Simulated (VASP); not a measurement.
# OGaF3H2 in VASP: further runs, part 2 of 2

VASP 6.6.1. The steps go on from the part before.

## (3) Atomic charges, PBE+TS

INCAR reads:

```
SYSTEM = GaH2OF3
ALGO = Normal ; EDIFF = 1E-6
ENCUT = 520 ; GGA = PE
ISIF = 2 ; ISMEAR = 0
IVDW = 2 ; LASPH = .True.
LCHARG = .False. ; LORBIT = 10
LREAL = .False. ; LWAVE = .False.
NELM = 100 ; PREC = Accurate
SIGMA = 0.01
```

KPOINTS reads:

```
k-points
0
Gamma
  1 1 1
  0 0 0
```

POSCAR reads:

```
GaH2OF3
1.0
   12.0000000000      0.0000000000      0.0000000000
    0.0000000000     13.0000000000      0.0000000000
    0.0000000000      0.0000000000     12.0000000000
O Ga F H
1 1 3 2
Direct
    0.4026625000      0.5522384600      0.5450000000
    0.5204291700      0.4581307700      0.4763500000
    0.5584958300      0.4044769200      0.6048333300
    0.4512541700      0.3803769200      0.3809833300
    0.6002125000      0.5607000000      0.4251166700
    0.4019541700      0.5416692300      0.6246833300
    0.4237208300      0.6228538500      0.5313500000
```

Potentials or basis: VASP PAW PBE potentials, release 64 (O, Ga_d, F, H).

Started as:

```bash
$ cat potpaw_PBE.64/O/POTCAR potpaw_PBE.64/Ga_d/POTCAR potpaw_PBE.64/F/POTCAR potpaw_PBE.64/H/POTCAR > POTCAR
$ mpirun -np 1 vasp_gam > vasp.out
```

OUTCAR:

```text
SYSTEM = GaH2OF3
   EDIFF = 1E-6
   ENCUT = 520
   GGA = PE
   ISIF = 2
   ISMEAR = 0
   IVDW = 2
   LASPH = .True.
   LORBIT = 10
   LREAL = .False.
   NELM = 100
   PREC = Accurate
  IVDW =   2

 ion  position               nearest neighbor table
   1  0.403  0.552  0.545-   6 0.97   7 0.97   2 2.04
   2  0.520  0.458  0.476-   4 1.74   3 1.75   5 1.75   1 2.04
   3  0.558  0.404  0.605-   2 1.75
   4  0.451  0.380  0.381-   2 1.74
   5  0.600  0.561  0.425-   2 1.75
   6  0.402  0.542  0.625-   1 0.97
   7  0.424  0.623  0.531-   1 0.97

  LATTYP: Found a simple tetragonal cell.
 ALAT       =    12.0000000000
 C/A-ratio  =     1.0833333333

  Lattice vectors:

 A1 = ( -12.0000000000,   0.0000000000,   0.0000000000)
 A2 = (   0.0000000000,   0.0000000000,  12.0000000000)
 A3 = (   0.0000000000,  13.0000000000,   0.0000000000)

Analysis of symmetry for initial positions (statically):
=====================================================================
 Subroutine PRICEL returns:
 Original cell was already a primitive cell.

 Routine SETGRP: Setting up the symmetry group for a
 simple tetragonal supercell.

 Subroutine GETGRP returns: Found  1 space group operations
 (whereof  1 operations were pure point group operations)
 out of a pool of 16 trial point group operations.

The static configuration has the point symmetry C_1 .

Analysis of symmetry for dynamics (positions and initial velocities):
=====================================================================
 Subroutine PRICEL returns:
 Original cell was already a primitive cell.

 Routine SETGRP: Setting up the symmetry group for a
 simple tetragonal supercell.

 Subroutine GETGRP returns: Found  1 space group operations
 (whereof  1 operations were pure point group operations)
 out of a pool of 16 trial point group operations.

The dynamic configuration has the point symmetry C_1 .

 Subroutine INISYM returns: Found  1 space group operations
 (whereof  1 operations are pure point group operations),
 and found     1 'primitive' translations

----------------------------------------------------------------------------------------

                                     Primitive cell

  volume of cell :    1872.0000

  direct lattice vectors                    reciprocal lattice vectors
    12.000000000  0.000000000  0.000000000     0.083333333  0.000000000  0.000000000
     0.000000000 13.000000000  0.000000000     0.000000000  0.076923077  0.000000000
     0.000000000  0.000000000 12.000000000     0.000000000  0.000000000  0.083333333

  length of vectors
    12.000000000 13.000000000 12.000000000     0.083333333  0.076923077  0.083333333

  position of ions in fractional coordinates (direct lattice)
     0.402662500  0.552238460  0.545000000
     0.520429170  0.458130770  0.476350000
     0.558495830  0.404476920  0.604833330
     0.451254170  0.380376920  0.380983330
     0.600212500  0.560700000  0.425116670
     0.401954170  0.541669230  0.624683330
     0.423720830  0.622853850  0.531350000

  ion indices of the primitive-cell ions
   primitive index   ion index
                 1           1
                 2           2
                 3           3
                 4           4
                 5           5
                 6           6
                 7           7

[... 47 lines left out ...]
   EDIFF  = 0.1E-05   stopping-criterion for ELM
   LREAL  =      F    real-space projection
   EDIFFG = 0.1E-04   stopping-criterion for IOM
   NSW    =      0    number of steps for IOM
   IBRION =     -1    ionic relax: 0-MD 1-quasi-New 2-CG
   NFREE  =      0    steps in history (QN), initial steepest desc. (CG)
   ISIF   =      2    stress and relaxation
   ISYM   =      2    0-nonsym 1-usesym 2-fastsym
   POTIM  = 0.5000    time-step for ionic-motion
   TEBEG  =    0.0;   TEEND  =   0.0 temperature during run
   PSTRESS=    0.0 pullay stress
   NELECT =      42.0000    total number of electrons
   NUPDOWN=      -1.0000    fix difference up-down
   EMIN   =  10.00;   EMAX   =-10.00  energy-range for DOS
   EFERMI =   0.00;   METHOD = LEGACY
   ISMEAR =     0;   SIGMA  =   0.01  broadening in eV -4-tet -1-fermi 0-gaus
   EFERMI_NEDOS =   21; number of points for ismear=-14 and -15
   IALGO  =     38    algorithm
   IMIX   =      4    mixing-type and parameters
     AMIX     =   0.40;   BMIX     =  1.00
     AMIX_MAG =   1.60;   BMIX_MAG =  1.00
  volume/ion in A,a.u.               =     267.43      1804.70
  Fermi-wavevector in a.u.,A,eV,Ry     =   0.461731  0.872546  2.900705  0.213196
  Thomas-Fermi vector in A             =   1.448934
   LORBIT       =     10    0 simple, 1 ext, 2 COOP (PROOUT), +10 PAW based schemes
   GGA     = PE    functional components
   LHFCALC =     F    Hartree Fock is set to
   AEXX    =    0.0000 exact exchange contribution
   IVDW    =     2    specifies the selected vdW correction
   LEPSILON=     F    determine dielectric tensor
   LRPA    =     F    only Hartree local field effects (RPA)
 non-spin polarized calculation
 Gauss-broadening in eV      SIGMA  =   0.01
  energy-cutoff  :      520.00
  volume of cell :     1872.00
 maximum number of plane-waves:     25235
 NGX is ok and might be reduce to    90
   NGX = 45   NGY = 49   NGZ = 45

 number of electron      42.0000009 magnetization

 Free energy of the ion-electron system (eV)
  ---------------------------------------------------
  ext. energy  EPLUGINS =         0.00000000
  ---------------------------------------------------
  free energy    TOTEN  =       -31.98133669 eV

  energy without entropy =      -31.98133669  energy(sigma->0) =      -31.98133669

 E-fermi :  -8.4851     XC(G=0):  -0.7222

 val. band max:       -8.5643743646   @ k =   0.0000   0.0000   0.0000
 cond. band min:      -2.2427372375   @ k =   0.0000   0.0000   0.0000
 fundamental gap:      6.3216371271
 Fermi energy:        -8.4850688966

 k-point     1 :       0.0000    0.0000    0.0000
  band No.  band energies     occupation
      1     -28.4434      2.00000
      2     -28.1534      2.00000
      3     -28.1355      2.00000
      4     -28.0840      2.00000
      5     -19.6328      2.00000
      6     -19.6128      2.00000
[... 17 lines left out ...]
     24       0.0559      0.00000
     25       0.2633      0.00000

------------------------ aborting loop because EDIFF is reached ----------------------------------------

  Hirshfeld charges:
            ion         q(e)
   ------------------------------
      1     O       -0.14728766
      2     Ga       0.58984293
      3     F       -0.29049487
      4     F       -0.27957220
      5     F       -0.29093264
      6     H        0.20933215
      7     H        0.20911229

  Tkatchenko/Scheffler method for vdW energy calculation

  Number of pair interactions contributing to vdW energy:    7678

  Edisp (eV):   -0.03169

  FORCE on cell =-STRESS in cart. coord.  units (eV):
  Direction    XX          YY          ZZ          XY          YZ          ZX
  --------------------------------------------------------------------------------------
  -------------------------------------------------------------------------------------
  Total       0.82078     1.61743     1.79593     0.41216    -0.25039     0.10902
  in kB       0.70248     1.38430     1.53707     0.35275    -0.21430     0.09330
  external pressure =        1.21 kB  Pullay stress =        0.00 kB

 VOLUME and BASIS-vectors are now :
 -----------------------------------------------------------------------------
  energy-cutoff  :      520.00
  volume of cell :     1872.00
      direct lattice vectors                 reciprocal lattice vectors
    12.000000000  0.000000000  0.000000000     0.083333333  0.000000000  0.000000000
     0.000000000 13.000000000  0.000000000     0.000000000  0.076923077  0.000000000
     0.000000000  0.000000000 12.000000000     0.000000000  0.000000000  0.083333333

 POSITION                                       TOTAL-FORCE (eV/Angst)
 -----------------------------------------------------------------------------------
      4.83195      7.17910      6.54000        -0.352809     -0.244388     -0.319116
      6.24515      5.95570      5.71620         0.013532     -0.028563     -0.014142
      6.70195      5.25820      7.25800         0.171286     -0.260920      0.497659
      5.41505      4.94490      4.57180        -0.271993     -0.342138     -0.387667
      7.20255      7.28910      5.10140         0.341935      0.427861     -0.230738
      4.82345      7.04170      7.49620        -0.023310     -0.069072      0.539487
      5.08465      8.09710      6.37620         0.121359      0.517221     -0.085482
 -----------------------------------------------------------------------------------
    total drift:                                0.003203      0.000678     -0.000673

  FREE ENERGIE OF THE ION-ELECTRON SYSTEM (eV)
  ---------------------------------------------------
  free  energy   TOTEN  =       -32.0130219868 eV

  energy  without entropy=      -32.0130219868  energy(sigma->0) =      -32.01302199

 total charge

# of ion       s       p       d       tot
------------------------------------------
    1        1.558   3.667   0.000   5.225
    2        0.706   0.810  10.313  11.829
    3        1.741   4.338   0.000   6.079
    4        1.741   4.334   0.000   6.076
    5        1.741   4.338   0.000   6.079
    6        0.614   0.127   0.000   0.741
    7        0.614   0.127   0.000   0.741
--------------------------------------------------
tot          8.714  17.742  10.313  36.770
```

Run time: 2.3 min. Hardware: 1 thread of Intel Xeon 6975P-C (Granite Rapids), shared host; peak memory 1.4 GiB.

Results:

| Item | Value |
| --- | --- |
| Free energy | -32.0130 eV |
| Largest force | 0.594 eV/Å |
| Gap between the frontier levels | 6.32 eV |
| Valence electrons inside the program's atomic spheres | O 5.22; Ga 11.83; F 6.08; H 0.74 |
| Hirshfeld charges | O -0.15; Ga +0.59; F -0.29, -0.28; H +0.21 e |
| Dispersion energy per atom | -0.005 eV |

Forces on the atoms (eV/Å):
```
O   -0.353 -0.244 -0.319
Ga   0.014 -0.029 -0.014
F    0.171 -0.261  0.498
F   -0.272 -0.342 -0.388
F    0.342  0.428 -0.231
H   -0.023 -0.069  0.539
H    0.121  0.517 -0.085
```

As with any semilocal functional, this PBE gap is likely too small.

## (4) Electron localisation function, PBE

INCAR reads:

```
SYSTEM = GaH2OF3
  PREC = Accurate
  ENCUT = 520
  EDIFF = 1E-6
  ISMEAR = 0
  SIGMA = 0.01
  LREAL = .FALSE.
  LASPH = .TRUE.
  NELM = 60
  ALGO = Normal
  ISIF = 2
  LWAVE = .FALSE.
  LCHARG = .TRUE.
  GGA = PE
  LELF = .TRUE.
```

KPOINTS reads:

```
Automatic mesh
0
G
  1 1 1
  0 0 0
```

POSCAR is that of step 3.

Started as:

```bash
$ cat potpaw_PBE.64/O/POTCAR potpaw_PBE.64/Ga_d/POTCAR potpaw_PBE.64/F/POTCAR potpaw_PBE.64/H/POTCAR > POTCAR
$ mpirun -np 1 vasp_gam > vasp.out
```

Wall time 2.3 min (1 thread of Intel Xeon 6975P-C (Granite Rapids), shared host); peak memory 1.3 GiB.

Results (log left out):

```yaml
Free_energy: -31.9813 eV
Largest_force: 0.579 eV/Å
Gap_between_the_frontier_levels: 6.32 eV
```

Forces on the atoms (eV/Å):
```
O   -0.340 -0.253 -0.324
Ga   0.009 -0.023 -0.010
F    0.162 -0.251  0.488
F   -0.267 -0.337 -0.381
F    0.328  0.421 -0.223
H   -0.019 -0.074  0.539
H    0.127  0.515 -0.089
```

Levels at points of the mesh, in eV from the valence-band top:
```csv
k point,band 18,band 19,band 20,band 21,band 22,band 23,band 24,band 25
"(0.00, 0.00, 0.00)",-0.17,-0.12,-0.10,0.00,6.32,7.57,8.62,8.83
```

## (5) Single point, B3LYP+D3(BJ)

POSCAR reads:

```
GaH2OF3
1.0
   12.0000000000      0.0000000000      0.0000000000
    0.0000000000     13.0000000000      0.0000000000
    0.0000000000      0.0000000000     12.0000000000
O Ga F H
1 1 3 2
Cartesian
    4.8319500000      7.1790999800      6.5400000000
    6.2451500400      5.9557000100      5.7162000000
    6.7019499600      5.2581999600      7.2579999600
    5.4150500400      4.9448999600      4.5717999600
    7.2025500000      7.2891000000      5.1014000400
    4.8234500400      7.0416999900      7.4961999600
    5.0846499600      8.0971000500      6.3762000000
```

INCAR.step1 reads:

```
SYSTEM = GaH2OF3
PREC     = Accurate       ! precision mode
ENCUT    = 900            ! plane-wave cutoff, eV
EDIFF    = 1E-5           ! SCF threshold, eV
ISMEAR   = 0              ! smearing method
SIGMA    = 0.01           ! smearing width, eV
LREAL    = .FALSE.        ! projectors in reciprocal space
LASPH    = .TRUE.         ! aspherical terms in the spheres
NELM     = 100            ! most SCF steps
ALGO     = Normal         ! electronic algorithm
ISIF     = 2              ! what is computed and relaxed
LWAVE    = .TRUE.         ! write WAVECAR
LCHARG   = .FALSE.        ! write CHGCAR
NBANDS   = 30             ! bands
GGA      = PE             ! functional
```

INCAR.step2 reads:

```
SYSTEM = GaH2OF3
PREC     = Accurate       ! precision mode
ENCUT    = 900            ! plane-wave cutoff, eV
EDIFF    = 1E-6           ! SCF threshold, eV
ISMEAR   = 0              ! smearing method
SIGMA    = 0.01           ! smearing width, eV
LREAL    = .FALSE.        ! projectors in reciprocal space
LASPH    = .TRUE.         ! aspherical terms in the spheres
NELM     = 100            ! most SCF steps
ALGO     = Normal         ! electronic algorithm
ISIF     = 2              ! what is computed and relaxed
LWAVE    = .FALSE.        ! write WAVECAR
LCHARG   = .FALSE.        ! write CHGCAR
GGA      = B3             ! functional
LHFCALC  = .TRUE.         ! exact exchange
AEXX     = 0.2            ! exact-exchange fraction
AGGAX    = 0.72         
AGGAC    = 0.81         
ALDAC    = 0.19         
PRECFOCK = Fast         
HFRCUT   = -1           
IVDW     = 12             ! dispersion correction
NBANDS   = 30             ! bands
ISTART   = 1
```

KPOINTS is that of step 4.

Potentials or basis: VASP PAW PBE potentials, release 64 (O_h, Ga_h, F_h, H_h).

Started as:

```bash
$ cat potpaw_PBE.64/O_h/POTCAR potpaw_PBE.64/Ga_h/POTCAR potpaw_PBE.64/F_h/POTCAR potpaw_PBE.64/H_h/POTCAR > POTCAR
$ cp INCAR.step1 INCAR
$ mpirun -np 1 vasp_gam > vasp.out
$ cp INCAR.step2 INCAR
$ mpirun -np 1 vasp_gam > vasp.out
```

Run time: 15 min. Hardware: 1 thread of Intel Xeon 6975P-C (Granite Rapids), shared host; peak memory 2.9 GiB.

It converged, with:

| Property | Result |
| --- | --- |
| Free energy | -40.1983 eV |
| Largest force | 0.204 eV/Å |
| Gap between the frontier levels | 8.64 eV |
| Dispersion energy per atom | -0.024 eV |

Forces on the atoms (eV/Å):
```
O   -0.095  0.049  0.055
Ga   0.021 -0.018 -0.009
F    0.079 -0.112  0.116
F   -0.100 -0.115 -0.124
F    0.136  0.121 -0.091
H   -0.027  0.011  0.056
H   -0.014  0.065 -0.003
```

Levels at points of the mesh, in eV from the valence-band top:
| k point | band 19 | band 20 | band 21 | band 22 | band 23 | band 24 |
| --- | --- | --- | --- | --- | --- | --- |
| (0.00, 0.00, 0.00) | -0.09 | -0.07 | 0.00 | 8.64 | 9.88 | 10.70 |

Caveat: the cutoff is under 1.25 times the usual one of these potentials, so pressure, stress and relaxed cells hold a basis-set (Pulay) error; the PAW data sets were made with another functional, which shifts forces and pressure a little.

## (6) For comparison

An earlier run on the cell as given: functional PBE; potentials or basis VASP PAW PBE potentials, release 64 (O, Ga_d, F, H); cutoff 520 eV; k mesh 1 × 1 × 1; occupations gaussian, width 0.01 eV; no spin polarisation.

- Largest force: 0.579 eV/Å
- Gap between the frontier levels: 6.32 eV

## (7) The runs side by side

| task | level | potentials or basis | cell | cutoff (eV) | grid for exact exchange (PRECFOCK) | exchange at q = 0 | gap on the mesh (eV) | largest force (eV/Å) |
| --- | --- | --- | --- | --- | --- | --- | --- | --- |
| single point | PBE | VASP PAW PBE potentials, release 64 (O, Ga_d, F, H) | atoms moved at random, drawn with an rms of 0.05 Å | 520 | - | - | 6.27 | 0.75 |
| atomic charges | PBE+TS | VASP PAW PBE potentials, release 64 (O, Ga_d, F, H) | as given | 520 | - | - | 6.32 | 0.59 |
| electron localisation function | PBE | VASP PAW PBE potentials, release 64 (O, Ga_d, F, H) | as given | 520 | - | - | 6.32 | 0.58 |
| single point | B3LYP+D3(BJ) | VASP PAW PBE potentials, release 64 (O_h, Ga_h, F_h, H_h) | as given | 900 | Fast | truncated | 8.64 | 0.20 |
| single point | PBE | VASP PAW PBE potentials, release 64 (O, Ga_d, F, H) | as given | 520 | - | - | 6.32 | 0.58 |

Alike in all rows: no spin polarisation; k mesh 1 × 1 × 1; smearing gaussian 0.01 eV.

Caveats: the cutoff is under 1.25 times the usual one of these potentials, so pressure, stress and relaxed cells hold a basis-set (Pulay) error (some runs); the PAW data sets were made with another functional, which shifts forces and pressure a little (some runs).

Total energies depend on the potentials used, so only differences within one code and one set of settings carry meaning.
